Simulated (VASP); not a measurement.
Method: PBEsol GGA, VASP's PBE PAW potentials (set 64) (plane waves; VASP).

VASP ran on this input.

### INCAR
```
! general
SYSTEM   =  Ba3CaO4
PREC     =  Accurate
ENCUT    =  520   ! plane-wave cut-off (eV)
LREAL    =  F   ! projection in real space or not
LASPH    =  T   ! aspherical one-centre terms

! electronic loop
EDIFF    =  1E-6   ! SCF stop (eV)
NELM     =  100   ! most electronic steps
ALGO     =  Normal   ! blocked Davidson
LMAXMIX  =  4   ! l cut-off of mixed one-centre charges

! smearing
ISMEAR   =  0
SIGMA    =  0.05   ! width (eV)

! functional
GGA      =  PS   ! PBEsol

! ions
IBRION   =  2
NSW      =  60   ! most ionic steps
ISIF     =  3
EDIFFG   =  -0.02

! output
LWAVE    =  F
LCHARG   =  F
```

**POSCAR**
```
Ba3CaO4
1
   -0.0000000000     2.6718436630     2.6718436630
    2.6718436630    -0.0000000000     2.6718436630
   10.7511215231    10.7511215231    -0.0637468711
Ca O Ba
1 4 3
Direct
  1.0000000000   1.0000000000   0.0000000000
  0.5279658120   0.5279658120   0.1040256410
  0.5101307017   0.5101307017   0.3674019737
  0.4898692983   0.4898692983   0.6325980263
  0.4720341880   0.4720341880   0.8959743590
  0.0195162954   0.0195162954   0.2353627784
  1.0000000000   1.0000000000   0.5000000000
  0.9804837046   0.9804837046   0.7646372216
```

KPOINTS:
```
Automatic mesh
0
Gamma
7 7 2
0 0 0
```

POTCAR, in this order: Ca_sv O Ba_sv (PBE.64 set). Program: vasp_std.

The resulting files:

OSZICAR:
```
       N       E                     dE             d eps       ncg     rms          rms(c)
DAV:   1     0.543165031848E+03    0.54317E+03   -0.31986E+04  2432   0.159E+03
DAV:   2    -0.185804497649E+02   -0.56175E+03   -0.54423E+03  3448   0.358E+02
DAV:   3    -0.571105610641E+02   -0.38530E+02   -0.38261E+02  2928   0.101E+02
DAV:   4    -0.586041602856E+02   -0.14936E+01   -0.14908E+01  3920   0.172E+01
DAV:   5    -0.586322602984E+02   -0.28100E-01   -0.28089E-01  3132   0.223E+00    0.182E+01
DAV:   6    -0.504380418848E+02    0.81942E+01   -0.60939E+01  2882   0.359E+01    0.119E+01
DAV:   7    -0.501203559179E+02    0.31769E+00   -0.64882E+00  2946   0.124E+01    0.523E+00
DAV:   8    -0.500097609862E+02    0.11059E+00   -0.56044E-01  3134   0.399E+00    0.154E+00
DAV:   9    -0.500078842552E+02    0.18767E-02   -0.70841E-02  3744   0.121E+00    0.401E-01
DAV:  10    -0.500111785933E+02   -0.32943E-02   -0.98602E-03  3244   0.520E-01    0.194E-01
DAV:  11    -0.500108945567E+02    0.28404E-03   -0.56742E-03  2864   0.302E-01    0.314E-02
DAV:  12    -0.500108972806E+02   -0.27239E-05   -0.41012E-04  3054   0.951E-02    0.170E-02
DAV:  13    -0.500109036766E+02   -0.63961E-05   -0.33269E-05  3552   0.274E-02    0.864E-03
DAV:  14    -0.500109045679E+02   -0.89125E-06   -0.13731E-05  3304   0.193E-02    0.488E-03
DAV:  15    -0.500109045011E+02    0.66761E-07   -0.19067E-06  2162   0.704E-03
   1 F= -.50010905E+02 E0= -.50010905E+02  d E =-.500109E+02
       N       E                     dE             d eps       ncg     rms          rms(c)
DAV:   1    -0.500213595939E+02   -0.10455E-01   -0.30646E-01  2552   0.342E+00    0.719E-01
DAV:   2    -0.500132091104E+02    0.81505E-02   -0.42486E-02  2708   0.102E+00    0.215E-01
DAV:   3    -0.500116542158E+02    0.15549E-02   -0.44823E-03  2976   0.401E-01    0.121E-01
DAV:   4    -0.500113173946E+02    0.33682E-03   -0.30011E-03  3812   0.260E-01    0.459E-02
DAV:   5    -0.500113220852E+02   -0.46906E-05   -0.12324E-04  3404   0.566E-02    0.314E-02
DAV:   6    -0.500113391337E+02   -0.17049E-04   -0.90280E-06  3488   0.177E-02    0.198E-02
DAV:   7    -0.500113600612E+02   -0.20927E-04   -0.98318E-06  3274   0.179E-02    0.544E-03
DAV:   8    -0.500113656610E+02   -0.55998E-05   -0.30111E-06  2684   0.936E-03    0.156E-03
DAV:   9    -0.500113658318E+02   -0.17072E-06   -0.42220E-07  1690   0.404E-03
   2 F= -.50011366E+02 E0= -.50011366E+02  d E =-.461331E-03
       N       E                     dE             d eps       ncg     rms          rms(c)
DAV:   1    -0.500122025603E+02   -0.83690E-03   -0.23329E-02  2540   0.942E-01    0.198E-01
DAV:   2    -0.500115872894E+02    0.61527E-03   -0.32485E-03  2696   0.283E-01    0.592E-02
DAV:   3    -0.500114710620E+02    0.11623E-03   -0.34244E-04  2962   0.111E-01    0.335E-02
DAV:   4    -0.500114443001E+02    0.26762E-04   -0.23011E-04  3810   0.721E-02    0.127E-02
DAV:   5    -0.500114432898E+02    0.10103E-05   -0.93571E-06  3298   0.157E-02    0.860E-03
DAV:   6    -0.500114428872E+02    0.40259E-06   -0.55238E-07  1768   0.500E-03
   3 F= -.50011443E+02 E0= -.50011443E+02  d E =-.538386E-03
       N       E                     dE             d eps       ncg     rms          rms(c)
DAV:   1    -0.500114441339E+02   -0.84417E-06   -0.96082E-05  2582   0.618E-02    0.126E-02
DAV:   2    -0.500114415168E+02    0.26172E-05   -0.13283E-05  2732   0.180E-02    0.364E-03
DAV:   3    -0.500114409624E+02    0.55438E-06   -0.13109E-06  1564   0.739E-03
   4 F= -.50011441E+02 E0= -.50011441E+02  d E =-.536461E-03
       N       E                     dE             d eps       ncg     rms          rms(c)
DAV:   1    -0.500114872829E+02   -0.45766E-04   -0.22340E-02  2638   0.733E-01    0.363E-02
DAV:   2    -0.500115226307E+02   -0.35348E-04   -0.47081E-04  2816   0.998E-02    0.118E-02
DAV:   3    -0.500115171625E+02    0.54682E-05   -0.11466E-05  3080   0.259E-02    0.655E-03
DAV:   4    -0.500115146925E+02    0.24700E-05   -0.11667E-05  2832   0.264E-02    0.234E-03
DAV:   5    -0.500115147742E+02   -0.81709E-07   -0.28944E-06  2734   0.907E-03
   5 F= -.50011515E+02 E0= -.50011515E+02  d E =-.738118E-04
```

OUTCAR:
```
------------------------ aborting loop because EDIFF is reached ----------------------------------------
  FORCE on cell =-STRESS in cart. coord.  units (eV):
  Direction    XX          YY          ZZ          XY          YZ          ZX
  --------------------------------------------------------------------------------------
  Total        0.0054977      0.0054977      0.0054977      0.0037461     -0.0037461     -0.0037461
  in kB        0.0574102      0.0574102      0.0574102      0.0391187     -0.0391187     -0.0391187
  external PRESSURE =       0.0574102 kB  Pullay stress =       0.0000000 kB
  volume of cell :      153.43
      direct lattice vectors                 reciprocal lattice vectors
     0.000000000  2.668746504  2.668746504    -0.186796584  0.187911166  0.186796584
     2.668746504  0.000000000  2.668746504     0.187911166 -0.186796584  0.186796584
    10.739064101 10.739064101 -0.064078083     0.046420501  0.046420501 -0.046420501
 POSITION                                       TOTAL-FORCE (eV/Angst)
 -----------------------------------------------------------------------------------
      2.66875      0.00000      2.66875         0.000000      0.000000     -0.000000
      2.52591      2.52591      2.81158        -0.000779     -0.000779      0.000779
      5.30846      5.30846      2.69778         0.009964      0.009964     -0.009964
      8.09935      8.09935      2.57563        -0.009964     -0.009964      0.009964
     10.88190     10.88190      2.46184         0.000779      0.000779     -0.000779
      2.58021      2.58021      0.08854         0.005422      0.005422     -0.005422
      8.03828      5.36953      2.63671         0.000000      0.000000      0.000000
     10.82760     10.82760      5.18488        -0.005422     -0.005422      0.005422
 -----------------------------------------------------------------------------------
    total drift:                                0.000000      0.000000      0.000000
  FREE ENERGIE OF THE ION-ELECTRON SYSTEM (eV)
  ---------------------------------------------------
  free  energy   TOTEN  =       -50.0115147742 eV

  energy  without entropy=      -50.0115147742  energy(sigma->0) =      -50.01151477

 reached required accuracy - stopping structural energy minimisation
```
(Selected blocks of OUTCAR.)

File CONTCAR:
```
Ba3CaO4
   1.00000000000000
     0.0000000000000000    2.6687465044106937    2.6687465044106937
     2.6687465044106937    0.0000000000000000    2.6687465044106937
    10.7390641006762309   10.7390641006762309   -0.0640780830334548
  Ca              O               Ba
     1     4     3
Direct
     0.0000000000000000    1.0000000000000000    0.0000000000000000
     0.5280088248913906    0.5280088248913906    0.1039933813314552
     0.5098529180709537    0.5098529180709537    0.3676103114217825
     0.4901470819290463    0.4901470819290463    0.6323896885782175
     0.4719911751086094    0.4719911751086094    0.8960066186685448
     0.0194141578100900    0.0194141578100900    0.2354393815924369
     0.0000000000000000    1.0000000000000000    0.5000000000000000
     0.9805858421899099    0.9805858421899099    0.7645606184075630
```

The structure was generated: Ba3CaO4 was put into an ordered model structure (R-3m), which need not be its known phase. This run relaxes it. Symmetry was kept, so distortions that lower it aren't found. The start is the result of an earlier pass.
